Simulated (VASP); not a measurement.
# Ba2C (P-3m1) in VASP: single point with PBE

Aim: the single point of Ba2C with PBE.

All numbers are computed with VASP 6.6.1; they aren't measurements. Logs are shortened: lines on timing, memory, paths and dates and some standing lists are left out, and cuts for length are marked.

## Step 1: Starting point

The structure is trigonal, space group P-3m1 (No. 164). Conventional cell: a = 4.174 Å, b = 4.174 Å, c = 7.553 Å, α = 90.00°, β = 90.00°, γ = 120.00°. Ba (site symmetry 3m) is surrounded by 3 C at 2.84 Å. C (site symmetry -3m) has 6 Ba at 2.84 Å as nearest neighbours.

The cell was built by a generator and needn't be a form met in nature.

## Step 2: Single point, PBE

The input, INCAR:

```
SYSTEM = Ba2C
  PREC = Accurate
  ENCUT = 520
  EDIFF = 1E-7
  ISMEAR = 0
  SIGMA = 0.1
  LREAL = .FALSE.
  LASPH = .TRUE.
  NELM = 100
  ALGO = Fast
  ISIF = 2
  LWAVE = .FALSE.
  LCHARG = .TRUE.
  GGA = PE
  LELF = .TRUE.
  LVHAR = .TRUE.
  NBANDS = 19
```

The input, KPOINTS:

```
Automatic mesh
0
G
  15 15 6
  0 0 0
```

The input, POSCAR:

```
Ba2C
1.0
    4.1741897724      0.0000000000      0.0000000000
   -2.0870948862      3.6149543831      0.0000000000
    0.0000000000      0.0000000000      7.5527693468
Ba C
2 1
Direct
    0.3333333333      0.6666666667      0.6984754644
    0.6666666667      0.3333333333      0.3015245356
    0.0000000000      0.0000000000      0.5000000000
```

Potentials or basis: VASP PAW PBE potentials, release 64 (Ba_sv, C).

Run with:

```sh
> cat potpaw_PBE.64/Ba_sv/POTCAR potpaw_PBE.64/C/POTCAR > POTCAR
> mpirun -np 1 vasp_std > vasp.out
```

OUTCAR:

```text
SYSTEM = Ba2C
   PREC = Accurate
   ENCUT = 520
   EDIFF = 1E-7
   ISMEAR = 0
   LREAL = .FALSE.
   LASPH = .TRUE.
   NELM = 100
   ISIF = 2
   GGA = PE

 ion  position               nearest neighbor table
   1  0.333  0.667  0.698-   3 2.84   3 2.84   3 2.84   2 3.85   2 3.85   2 3.85
   2  0.667  0.333  0.302-   3 2.84   3 2.84   3 2.84   1 3.85   1 3.85   1 3.85
   3  0.000  0.000  0.500-   1 2.84   2 2.84   1 2.84   2 2.84   2 2.84   1 2.84

  LATTYP: Found a hexagonal cell.
 ALAT       =     4.1741897724
 C/A-ratio  =     1.8093976936

  Lattice vectors:

 A1 = (   4.1741897724,   0.0000000000,   0.0000000000)
 A2 = (  -2.0870948862,   3.6149543831,   0.0000000000)
 A3 = (   0.0000000000,   0.0000000000,   7.5527693468)

Analysis of symmetry for initial positions (statically):
=====================================================================
 Subroutine PRICEL returns:
 Original cell was already a primitive cell.

 Routine SETGRP: Setting up the symmetry group for a
 hexagonal supercell.

 Subroutine GETGRP returns: Found 12 space group operations
 (whereof 12 operations were pure point group operations)
 out of a pool of 24 trial point group operations.

The static configuration has the point symmetry D_3d.

Analysis of symmetry for dynamics (positions and initial velocities):
=====================================================================
 Subroutine PRICEL returns:
 Original cell was already a primitive cell.

 Routine SETGRP: Setting up the symmetry group for a
 hexagonal supercell.

 Subroutine GETGRP returns: Found 12 space group operations
 (whereof 12 operations were pure point group operations)
 out of a pool of 24 trial point group operations.

The dynamic configuration has the point symmetry D_3d.

 Subroutine INISYM returns: Found 12 space group operations
 (whereof 12 operations are pure point group operations),
 and found     1 'primitive' translations

----------------------------------------------------------------------------------------

                                     Primitive cell

  volume of cell :     113.9676

  direct lattice vectors                    reciprocal lattice vectors
     4.174189772  0.000000000  0.000000000     0.239567450  0.138314332  0.000000000
    -2.087094886  3.614954383  0.000000000     0.000000000  0.276628664  0.000000000
     0.000000000  0.000000000  7.552769347     0.000000000  0.000000000  0.132401766

  length of vectors
     4.174189772  4.174189772  7.552769347     0.276628664  0.276628664  0.132401766

[... 84 lines left out ...]
   EDIFFG = 0.1E-05   stopping-criterion for IOM
   NSW    =      0    number of steps for IOM
   IBRION =     -1    ionic relax: 0-MD 1-quasi-New 2-CG
   NFREE  =      0    steps in history (QN), initial steepest desc. (CG)
   ISIF   =      2    stress and relaxation
   ISYM   =      2    0-nonsym 1-usesym 2-fastsym
   POTIM  = 0.5000    time-step for ionic-motion
   TEBEG  =    0.0;   TEEND  =   0.0 temperature during run
   PSTRESS=    0.0 pullay stress
   NELECT =      24.0000    total number of electrons
   NUPDOWN=      -1.0000    fix difference up-down
   EMIN   =  10.00;   EMAX   =-10.00  energy-range for DOS
   EFERMI =   0.00;   METHOD = LEGACY
   ISMEAR =     0;   SIGMA  =   0.10  broadening in eV -4-tet -1-fermi 0-gaus
   EFERMI_NEDOS =   21; number of points for ismear=-14 and -15
   IALGO  =     68    algorithm
   IMIX   =      4    mixing-type and parameters
     AMIX     =   0.40;   BMIX     =  1.00
     AMIX_MAG =   1.60;   BMIX_MAG =  1.00
  volume/ion in A,a.u.               =      37.99       256.36
  Fermi-wavevector in a.u.,A,eV,Ry     =   0.973983  1.840562 12.907077  0.948643
  Thomas-Fermi vector in A             =   2.104407
   LORBIT       =      0    0 simple, 1 ext, 2 COOP (PROOUT), +10 PAW based schemes
   GGA     = PE    functional components
   LHFCALC =     F    Hartree Fock is set to
   AEXX    =    0.0000 exact exchange contribution
   IVDW    =     0    specifies the selected vdW correction
   LEPSILON=     F    determine dielectric tensor
   LRPA    =     F    only Hartree local field effects (RPA)
 non-spin polarized calculation
 RMM-DIIS sequential band-by-band and
 Gauss-broadening in eV      SIGMA  =   0.10
  energy-cutoff  :      520.00
  volume of cell :      113.97
 maximum number of plane-waves:      3100
   NGX = 15   NGY = 15   NGZ = 29

 number of electron      24.0000000 magnetization

 Free energy of the ion-electron system (eV)
  ---------------------------------------------------
  ext. energy  EPLUGINS =         0.00000000
  ---------------------------------------------------
  free energy    TOTEN  =       -11.22904418 eV

  energy without entropy =      -11.20787918  energy(sigma->0) =      -11.21846168

 E-fermi :   1.8664     XC(G=0):  -7.9389

 val. band max:        1.8615421611   @ k =   0.3333   0.2667   0.0000
 cond. band min:       1.8727186928   @ k =   0.4000   0.2000   0.0000
 fundamental gap:      0.0111765316
 Fermi energy:         1.8663801030

 k-point     1 :       0.0000    0.0000    0.0000
  band No.  band energies     occupation
      1     -25.6819      2.00000
      2     -25.5517      2.00000
      3     -11.5923      2.00000
      4     -10.6096      2.00000
      5     -10.6096      2.00000
      6     -10.5594      2.00000
[... 505 lines left out ...]
      6     -10.8697      2.00000
[... 11 lines left out ...]
     18       6.3011      0.00000
     19       6.7282      0.00000

 [... further k-points ...]

------------------------ aborting loop because EDIFF is reached ----------------------------------------

  FORCE on cell =-STRESS in cart. coord.  units (eV):
  Direction    XX          YY          ZZ          XY          YZ          ZX
  --------------------------------------------------------------------------------------
  -------------------------------------------------------------------------------------
  Total        0.5144677      0.5144677      0.5260181      0.0000000      0.0000000      0.0000000
  in kB        7.2324836      7.2324836      7.3948612      0.0000000      0.0000000      0.0000000
  external PRESSURE =       7.2866095 kB  Pullay stress =       0.0000000 kB

 VOLUME and BASIS-vectors are now :
 -----------------------------------------------------------------------------
  energy-cutoff  :      520.00
  volume of cell :      113.97
      direct lattice vectors                 reciprocal lattice vectors
     4.174189772  0.000000000  0.000000000     0.239567450  0.138314332  0.000000000
    -2.087094886  3.614954383  0.000000000     0.000000000  0.276628664  0.000000000
     0.000000000  0.000000000  7.552769347     0.000000000  0.000000000  0.132401766

 POSITION                                       TOTAL-FORCE (eV/Angst)
 -----------------------------------------------------------------------------------
     -0.00000      2.40997      5.27542         0.000000      0.000000      0.174788
      2.08709      1.20498      2.27735        -0.000000      0.000000     -0.174788
      0.00000      0.00000      3.77638        -0.000000      0.000000     -0.000000
 -----------------------------------------------------------------------------------
    total drift:                               -0.000000      0.000000     -0.000000

  FREE ENERGIE OF THE ION-ELECTRON SYSTEM (eV)
  ---------------------------------------------------
  free  energy   TOTEN  =       -11.2290441800 eV

  energy  without entropy=      -11.2078791833  energy(sigma->0) =      -11.21846168
```

Run time: 7 min. Hardware: 1 thread of Intel Xeon Platinum 8488C (Sapphire Rapids), shared host; peak memory 0.44 GiB.

Results:

```
Free energy            : -11.2290 eV
Pressure               : 0.7 GPa
Largest force          : 0.175 eV/Å
Band gap on the k mesh : none (metal or under the smearing width)
```

Forces on the atoms (eV/Å):
```
Ba   0.000  0.000  0.175
Ba   0.000  0.000 -0.175
C    0.000  0.000  0.000
```

Spin-orbit coupling is left out, which matters for the levels of Ba.
